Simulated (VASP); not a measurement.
An input for Ansatz (written as the equivalent of a VASP run, and not itself run):

Ansatz 0.2 input:
```yaml
crystal:
  lattice:
    - [3.5694600, 2.0608280, 3.4853470]
    - [-3.5694600, 2.0608280, 3.4853470]
    - [0.0000000, -4.1216560, 3.4853470]
  atoms:
    - { symbol: Ge, position: [0.7365300, 0.7365300, 0.7365300] }
    - { symbol: Ge, position: [0.2634700, 0.2634700, 0.2634700] }
    - { symbol: P, position: [0.2106850, 0.2106850, 0.7317700] }
    - { symbol: P, position: [0.7893150, 0.7893150, 0.2682300] }
    - { symbol: P, position: [0.7317700, 0.2106850, 0.2106850] }
    - { symbol: P, position: [0.2682300, 0.7893150, 0.7893150] }
    - { symbol: P, position: [0.2106850, 0.7317700, 0.2106850] }
    - { symbol: P, position: [0.7893150, 0.2682300, 0.7893150] }
kpoints:
  mp_grid: { grid: [5, 5, 5] }
hamiltonian:
  xc: lda
  pseudopotentials: { kind: paw }
scf:
  occupations: { method: fermi_dirac, width: 0.136 }
  max_iter: 100
output: { forces: true, stress: true, eigenvalues: true }
```

Question: Write the VASP files for the same calculation (LDA).

Answer: Several could match; the one computed here: 
KPOINTS:
```
Automatic
0
G
5 5 5
```

POSCAR:
```
GeP3
5.397750
  0.6612866472   0.3817938956   0.6457036728
 -0.6612866472   0.3817938956   0.6457036728
  0.0000000000  -0.7635877912   0.6457036728
Ge P
2 6
Cartesian
  0.0000000000  -0.0000000000   1.4267403784
  0.0000000000   0.0000000000   0.5103706400
 -0.0000000000  -0.3978941442   0.7445867333
  0.0000000000   0.3978941442   1.1925242852
  0.3445865526   0.1989470721   0.7445867333
 -0.3445865526  -0.1989470721   1.1925242852
 -0.3445865526   0.1989470721   0.7445867333
  0.3445865526  -0.1989470721   1.1925242852
```

INCAR:
```
SYSTEM=GeP3
PREC=Accurate; ENCUT=300; LREAL=F
LASPH=T
EDIFF=1E-6; NELM=100; ALGO=Normal
LMAXMIX=4
ISMEAR=-1; SIGMA=0.136
ISIF=2
LWAVE=F; LCHARG=F
```

POTCAR, in this order: Ge_d P (LDA.64 set). Program: vasp_std.

Limits of the translation: each code has its own PAW files, so the cut-off isn't converted (ENCUT is set for VASP's; basis.ecutwfc is left out, and Ansatz then takes the one that its files recommend); Ansatz stops its SCF on the density residual and VASP on the energy change (EDIFF); Ansatz's lda is the Perdew-Wang form, while the LDA potentials of VASP carry Perdew-Zunger's.

The structure comes from a computed database's GeP3 entry (R-3m); how it stands against other phases isn't given here. The cell was not relaxed at this level. The run is one of a series of settings (GGA removed, POTCAR Ge_d P (LDA.64 set) against the base run), some of them coarse on purpose.
